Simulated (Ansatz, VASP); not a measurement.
## Ta2NbO2 in VASP and in Ansatz

```
Ta Nb O
1.0
     4.40215    0.00000    0.00000
    -2.20107    3.81237    0.00000
     0.00000    0.00000    4.74148
Ta Nb O
2 1 2
Cartesian
  0.0000 0.0000 2.3707
  0.0000 0.0000 0.0000
  0.0000 2.5416 0.0000
  0.0000 2.5416 1.7344
  0.0000 2.5416 3.0071
```

Alike in both runs: task single point; functional PBE; k mesh 6 × 6 × 4; occupations gaussian, width 0.1 eV; no spin polarisation.

|  | VASP | Ansatz |
| --- | --- | --- |
| version | VASP 6.6.1 | Ansatz 0.2.0 |
| potentials or method | VASP PAW PBE potentials, release 64 (Ta_pv, Nb_sv, O) | scalar-relativistic, plane waves, PAW |
| plane-wave cutoff (eV) | 520 | 420 |
| valence electrons in the cell | 47 | 51 |

|  | VASP | Ansatz | Ansatz less VASP |
| --- | --- | --- | --- |
| gap on the k mesh at the Fermi level (eV) | none | none | - |
| rms of the force components (eV/Å) | 0.738 | 0.955 | +0.2166 |

Atom by atom the forces differ by 0.217 eV/Å (rms over components). A gap of «none» marks a metal or a gap that the smearing closes. The two sets of potentials don't hold the same shells in valence.

Caveats: an odd number of electrons without spin polarisation forces a metal; a magnetic or distorted state may lie lower. The runs have no spin-orbit coupling, so splittings on Ta are missing.
